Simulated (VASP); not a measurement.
Given:

```
CELL_PARAMETERS angstrom
      4.06418     0.00000     0.00000
      0.00000     4.08460     0.00000
      0.00000     0.00000     4.08460
ATOMIC_POSITIONS crystal
  Sc 0.00000 0.00000 0.00000
  Al 0.00000 0.50000 0.50000
  Al 0.50000 0.00000 0.50000
  Al 0.50000 0.50000 0.00000
```

Method: r2SCAN meta-GGA, VASP's PBE PAW potentials (set 64) (plane waves; VASP). Numerical set-up: 480 eV cut-off, 8×8×8 Γ-centred mesh, first-order Methfessel-Paxton smearing of 0.10 eV, potentials Sc_sv Al.

Q: Give the stress tensor in GPa (positive for a compressed cell).

A: 
```
1.05  0.00  0.00
0.00  0.29  0.00
0.00  0.00  0.29
```
The pressure is its mean diagonal, 0.55 GPa.

The compound is Al3Sc in the L1_2 structure. This cell was strained or had an atom moved on purpose.
